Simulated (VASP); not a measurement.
All values below come from r2SCAN meta-GGA, VASP's PBE PAW potentials (set 64) (plane waves; VASP).

A VASP calculation is set up with these files.

**KPOINTS**
```
Automatic mesh
0
Gamma
11 11 1
0 0 0
```

INCAR:
```
SYSTEM = Cu(100) slab
PREC = Normal; ENCUT = 400; LREAL = F
LASPH = T
EDIFF = 1E-5; NELM = 100; NELMIN = 4
ALGO = Normal; LMAXMIX = 4; LMIXTAU = T
ISMEAR = 1; SIGMA = 0.1
METAGGA = R2SCAN
IBRION = 2; NSW = 50; ISIF = 2
EDIFFG = -0.03
LWAVE = T; LCHARG = F
DIPOL = 0.5 0.5 0.5
LDIPOL = T; IDIPOL = 3
```

File POSCAR:
```
Cu(100) slab
1
    2.5316847008     0.0000000000     0.0000000000
    0.0000000000     2.5316847008    -0.0000000000
   -0.0000000000    -0.0000000000    25.6178041376
Cu
6
Direct
  0.5000000000   0.0000000000   0.3253000000
  0.0000000000   0.5000000000   0.3951800000
  0.5000000000   0.0000000000   0.4650600000
  0.0000000000   0.5000000000   0.5349400000
  0.5000000000   0.0000000000   0.6048200000
  0.0000000000   0.5000000000   0.6747000000
```

POTCAR, in this order: Cu (PBE.64 set). Program: vasp_std.

The run wrote:

### OSZICAR
```
...
DAV:  12    -0.658796447902E+02    0.18035E+00   -0.98854E-03  1972   0.260E+00    0.289E-01
DAV:  13    -0.652593221723E+02    0.62032E+00   -0.97005E-03  1882   0.109E+00    0.197E-01
DAV:  14    -0.645960240615E+02    0.66330E+00   -0.20389E-02  1897   0.137E+00    0.510E-02
DAV:  15    -0.640461021108E+02    0.54992E+00   -0.31331E-02  2022   0.166E+00    0.109E-01
DAV:  16    -0.639687635066E+02    0.77339E-01   -0.20759E-03  2006   0.429E-01    0.830E-02
DAV:  17    -0.635865550692E+02    0.38221E+00   -0.38689E-02  1668   0.158E+00    0.621E-02
DAV:  18    -0.635939369715E+02   -0.73819E-02   -0.23966E-04  1920   0.170E-01    0.651E-02
DAV:  19    -0.635521692508E+02    0.41768E-01   -0.38755E-03  1666   0.466E-01    0.563E-02
DAV:  20    -0.635494290799E+02    0.27402E-02   -0.15404E-01  1645   0.293E+00    0.107E-01
DAV:  21    -0.635636441084E+02   -0.14215E-01   -0.51296E-03  1878   0.639E-01    0.153E-01
DAV:  22    -0.635637911375E+02   -0.14703E-03   -0.74465E-04  2022   0.253E-01    0.139E-01
DAV:  23    -0.635845803204E+02   -0.20789E-01   -0.29480E-03  1854   0.496E-01    0.157E-01
DAV:  24    -0.635784562945E+02    0.61240E-02   -0.75315E-04  1805   0.248E-01    0.143E-01
DAV:  25    -0.635939727483E+02   -0.15516E-01   -0.37777E-03  1870   0.567E-01    0.162E-01
DAV:  26    -0.635934265667E+02    0.54618E-03   -0.25685E-04  1828   0.153E-01    0.152E-01
DAV:  27    -0.635932801561E+02    0.14641E-03   -0.16523E-05  1041   0.466E-02    0.154E-01
DAV:  28    -0.635918322463E+02    0.14479E-02   -0.11636E-02  1814   0.904E-01    0.158E-01
DAV:  29    -0.635899047383E+02    0.19275E-02   -0.33591E-04  1832   0.161E-01    0.160E-01
DAV:  30    -0.635893711406E+02    0.53360E-03   -0.22563E-05  1156   0.412E-02    0.160E-01
DAV:  31    -0.635894514175E+02   -0.80277E-04   -0.25294E-06  1001   0.212E-02    0.158E-01
DAV:  32    -0.635887623752E+02    0.68904E-03   -0.41092E-05  1461   0.578E-02    0.151E-01
DAV:  33    -0.635890397340E+02   -0.27736E-03   -0.96395E-05  1628   0.927E-02    0.160E-01
DAV:  34    -0.635882236964E+02    0.81604E-03   -0.12191E-04  1628   0.948E-02    0.159E-01
DAV:  35    -0.635874426284E+02    0.78107E-03   -0.33025E-05  1332   0.551E-02    0.158E-01
DAV:  36    -0.635874508016E+02   -0.81732E-05   -0.15324E-05  1127   0.517E-02
   1 F= -.63587451E+02 E0= -.63587389E+02  d E =-.635875E+02
       N       E                     dE             d eps       ncg     rms          rms(c)
DAV:   1    -0.635875262657E+02   -0.83637E-04   -0.20924E+00  1666   0.800E+00    0.181E-01
DAV:   2    -0.635905700839E+02   -0.30438E-02   -0.61893E-02  2379   0.254E+00    0.128E-01
DAV:   3    -0.635933926726E+02   -0.28226E-02   -0.52622E-03  2165   0.217E+00    0.998E-02
DAV:   4    -0.635938288823E+02   -0.43621E-03   -0.69242E-04  2161   0.866E-01    0.653E-02
DAV:   5    -0.635938252244E+02    0.36578E-05   -0.51106E-04  2318   0.300E-01    0.327E-02
DAV:   6    -0.635934338044E+02    0.39142E-03   -0.31006E-04  2666   0.635E-01    0.230E-02
DAV:   7    -0.635929392356E+02    0.49457E-03   -0.12137E-04  2187   0.373E-01    0.139E-02
DAV:   8    -0.635928350249E+02    0.10421E-03   -0.10361E-04  2110   0.148E-01    0.921E-03
DAV:   9    -0.635928255728E+02    0.94521E-05   -0.14811E-05  1035   0.454E-02
   2 F= -.63592826E+02 E0= -.63592762E+02  d E =-.537477E-02
       N       E                     dE             d eps       ncg     rms          rms(c)
DAV:   1    -0.635759263684E+02    0.16909E-01   -0.54237E+00  1659   0.130E+01    0.199E-01
DAV:   2    -0.635951078054E+02   -0.19181E-01   -0.14924E-01  2336   0.371E+00    0.163E-01
DAV:   3    -0.635940249939E+02    0.10828E-02   -0.86381E-03  2230   0.224E+00    0.129E-01
DAV:   4    -0.635944969261E+02   -0.47193E-03   -0.90141E-04  2151   0.751E-01    0.104E-01
DAV:   5    -0.635968653629E+02   -0.23684E-02   -0.16195E-03  2236   0.419E-01    0.461E-02
DAV:   6    -0.635963372459E+02    0.52812E-03   -0.64849E-04  2663   0.755E-01    0.296E-02
DAV:   7    -0.635958175817E+02    0.51966E-03   -0.18094E-04  2434   0.433E-01    0.183E-02
DAV:   8    -0.635958388334E+02   -0.21252E-04   -0.30810E-05  1188   0.177E-01    0.101E-02
DAV:   9    -0.635958909411E+02   -0.52108E-04   -0.32434E-04  1638   0.135E-01    0.601E-03
DAV:  10    -0.635960622171E+02   -0.17128E-03   -0.10032E-05  1095   0.424E-02    0.474E-03
DAV:  11    -0.635960594917E+02    0.27254E-05   -0.66623E-06   980   0.293E-02
   3 F= -.63596059E+02 E0= -.63596187E+02  d E =-.860869E-02
       N       E                     dE             d eps       ncg     rms          rms(c)
DAV:   1    -0.635950754784E+02    0.98674E-03   -0.20982E-01  1673   0.253E+00    0.374E-02
DAV:   2    -0.635960476134E+02   -0.97213E-03   -0.59385E-03  2285   0.753E-01    0.320E-02
DAV:   3    -0.635963786879E+02   -0.33107E-03   -0.65849E-04  2302   0.396E-01    0.254E-02
DAV:   4    -0.635964626488E+02   -0.83961E-04   -0.47381E-05  1515   0.163E-01    0.209E-02
DAV:   5    -0.635964396936E+02    0.22955E-04   -0.19974E-04  1862   0.148E-01    0.990E-03
DAV:   6    -0.635967346310E+02   -0.29494E-03   -0.93171E-05  1726   0.129E-01    0.654E-03
DAV:   7    -0.635969847755E+02   -0.25014E-03   -0.11300E-04  1670   0.117E-01    0.313E-03
DAV:   8    -0.635970779852E+02   -0.93210E-04   -0.83563E-06  1044   0.444E-02    0.367E-03
DAV:   9    -0.635971117658E+02   -0.33781E-04   -0.10534E-05   966   0.719E-02    0.255E-03
DAV:  10    -0.635972123156E+02   -0.10055E-03   -0.66460E-05  1486   0.717E-02    0.325E-03
DAV:  11    -0.635973064554E+02   -0.94140E-04   -0.16974E-05  1102   0.379E-02    0.233E-03
DAV:  12    -0.635974368385E+02   -0.13038E-03   -0.42041E-05  1398   0.583E-02    0.158E-03
DAV:  13    -0.635974788234E+02   -0.41985E-04   -0.26709E-05  1254   0.459E-02    0.622E-04
DAV:  14    -0.635975299318E+02   -0.51108E-04   -0.75963E-06   995   0.300E-02    0.159E-03
DAV:  15    -0.635975486081E+02   -0.18676E-04   -0.57641E-06   966   0.335E-02    0.102E-03
DAV:  16    -0.635975438274E+02    0.47807E-05   -0.32523E-06   959   0.291E-02
   4 F= -.63597544E+02 E0= -.63597727E+02  d E =-.100930E-01
       N       E                     dE             d eps       ncg     rms          rms(c)
DAV:   1    -0.635975244140E+02    0.24194E-04   -0.86014E-03  1666   0.513E-01    0.759E-03
DAV:   2    -0.635975202896E+02    0.41244E-05   -0.24336E-04  2302   0.165E-01    0.736E-03
DAV:   3    -0.635975164101E+02    0.38795E-05   -0.16165E-05  1030   0.111E-01    0.565E-03
DAV:   4    -0.635975281823E+02   -0.11772E-04   -0.84006E-06   966   0.562E-02    0.430E-03
DAV:   5    -0.635975746652E+02   -0.46483E-04   -0.93327E-06   998   0.432E-02    0.224E-03
DAV:   6    -0.635975573809E+02    0.17284E-04   -0.73041E-06   982   0.475E-02    0.183E-03
DAV:   7    -0.635975583208E+02   -0.93988E-06   -0.29308E-06   924   0.422E-02
   5 F= -.63597558E+02 E0= -.63597746E+02  d E =-.101075E-01
       N       E                     dE             d eps       ncg     rms          rms(c)
DAV:   1    -0.635971248817E+02    0.43250E-03   -0.21766E-01  1659   0.248E+00    0.361E-02
DAV:   2    -0.635978204520E+02   -0.69557E-03   -0.53984E-03  2292   0.703E-01    0.290E-02
DAV:   3    -0.635979105855E+02   -0.90133E-04   -0.20080E-04  2301   0.220E-01    0.230E-02
DAV:   4    -0.635979319160E+02   -0.21330E-04   -0.33218E-05  1212   0.230E-01    0.200E-02
DAV:   5    -0.635978642162E+02    0.67700E-04   -0.34090E-05  1372   0.169E-01    0.586E-03
DAV:   6    -0.635978973583E+02   -0.33142E-04   -0.59106E-05  1902   0.117E-01    0.625E-03
DAV:   7    -0.635978833457E+02    0.14013E-04   -0.10015E-05   966   0.789E-02    0.439E-03
DAV:   8    -0.635979081733E+02   -0.24828E-04   -0.68742E-06   966   0.384E-02    0.310E-03
DAV:   9    -0.635978892441E+02    0.18929E-04   -0.87523E-06   966   0.409E-02    0.304E-03
DAV:  10    -0.635979038100E+02   -0.14566E-04   -0.79065E-06   966   0.345E-02    0.958E-04
DAV:  11    -0.635978963575E+02    0.74524E-05   -0.41126E-06   966   0.304E-02
   6 F= -.63597896E+02 E0= -.63598093E+02  d E =-.338037E-03
```

File OUTCAR:
```
------------------------ aborting loop because EDIFF is reached ----------------------------------------
  FORCE on cell =-STRESS in cart. coord.  units (eV):
  Direction    XX          YY          ZZ          XY          YZ          ZX
  --------------------------------------------------------------------------------------
  Total       -1.8529925     -1.8529925     -1.0138877      0.0000000      0.0000000     -0.0000000
  in kB      -18.0810281    -18.0810281     -9.8932568      0.0000000      0.0000000     -0.0000000
  external PRESSURE =     -15.3517710 kB  Pullay stress =       0.0000000 kB
  volume of cell :      164.20
      direct lattice vectors                 reciprocal lattice vectors
     2.531684701  0.000000000  0.000000000     0.394993895  0.000000000  0.000000000
     0.000000000  2.531684701  0.000000000     0.000000000  0.394993895  0.000000000
     0.000000000  0.000000000 25.617804138     0.000000000  0.000000000  0.039035352
 POSITION                                       TOTAL-FORCE (eV/Angst)
 -----------------------------------------------------------------------------------
      1.26584      0.00000      8.35356        -0.000000      0.000000     -0.008220
      0.00000      1.26584     10.09942        -0.000000     -0.000000     -0.002834
      1.26584      0.00000     11.90464         0.000000      0.000000     -0.018921
      0.00000      1.26584     13.71316        -0.000000      0.000000      0.018921
      1.26584      0.00000     15.51838         0.000000      0.000000      0.002834
      0.00000      1.26584     17.26425        -0.000000      0.000000      0.008220
 -----------------------------------------------------------------------------------
    total drift:                                0.000000      0.000000      0.000000
  FREE ENERGIE OF THE ION-ELECTRON SYSTEM (eV)
  ---------------------------------------------------
  free  energy   TOTEN  =       -63.5978963575 eV

  energy  without entropy=      -63.5984855353  energy(sigma->0) =      -63.59809275

 reached required accuracy - stopping structural energy minimisation
```
(Selected blocks of OUTCAR.)

### CONTCAR
```
Cu(100) slab
   1.00000000000000
     2.5316847008000001    0.0000000000000000    0.0000000000000000
     0.0000000000000000    2.5316847008000001    0.0000000000000000
     0.0000000000000000    0.0000000000000000   25.6178041376000003
  Cu
     6
Direct
     0.5000000000000000    0.0000000000000000    0.3260841044659814
     0.0000000000000000    0.5000000000000000    0.3942344617881197
     0.5000000000000000    0.0000000000000000    0.4647019018612999
     0.0000000000000000    0.5000000000000000    0.5352980981387000
     0.5000000000000000    0.0000000000000000    0.6057655382118803
     0.0000000000000000    0.5000000000000000    0.6739158955340186
```

File OUTCAR:
```
 val. band max:        0.5163080810   @ k =   0.4545   0.0000   0.0000

 cond. band min:       0.6002602413   @ k =   0.1818   0.0909   0.0000


 Fermi energy:         0.5715462868

 k-point     1 :       0.0000    0.0000    0.0000
  band No.  band energies     occupation
      1      -8.8867      2.00000
      2      -8.0391      2.00000
      3      -6.6753      2.00000
      4      -5.2039      2.00000
      5      -4.4598      2.00000
      6      -4.4468      2.00000
      7      -3.9460      2.00000
      8      -3.7193      2.00000
      9      -3.3408      2.00000
     10      -2.9256      2.00000
     11      -2.6013      2.00000
     12      -2.5179      2.00000
     13      -2.4477      2.00000
     14      -2.4477      2.00000
     15      -2.2184      2.00000
     16      -2.2184      2.00000
     17      -2.0108      2.00000
     18      -1.9937      2.00000
     19      -1.8366      2.00000
     20      -1.8366      2.00000
     21      -1.6823      2.00000
     22      -1.6674      2.00000
     23      -1.6438      2.00000
     24      -1.5470      2.00000
     25      -1.3912      2.00000
     26      -1.3912      2.00000
     27      -1.3798      2.00000
     28      -1.2066      2.00000
     29      -1.0206      2.00000
     30      -1.0206      2.00000
     31      -0.9232      2.00000
     32      -0.9201      2.00000
     33      -0.9053      2.00000
     34      -0.9053      2.00000
     35      -0.8899      2.00000
     36       0.9018     -0.00003
     37       1.9752     -0.00000
     38       5.1936      0.00000
     39       5.3931      0.00000

 k-point     2 :       0.0909    0.0000    0.0000
  band No.  band energies     occupation
      1      -8.6765      2.00000
      2      -7.8368      2.00000
      3      -6.4892      2.00000
      4      -5.0470      2.00000
      5      -4.3401      2.00000
      6      -4.3335      2.00000
      7      -3.8890      2.00000
      8      -3.6707      2.00000
      9      -3.3070      2.00000
...
```

The cell is a thin slab with vacuum, built from Cu (fcc): (100) face.
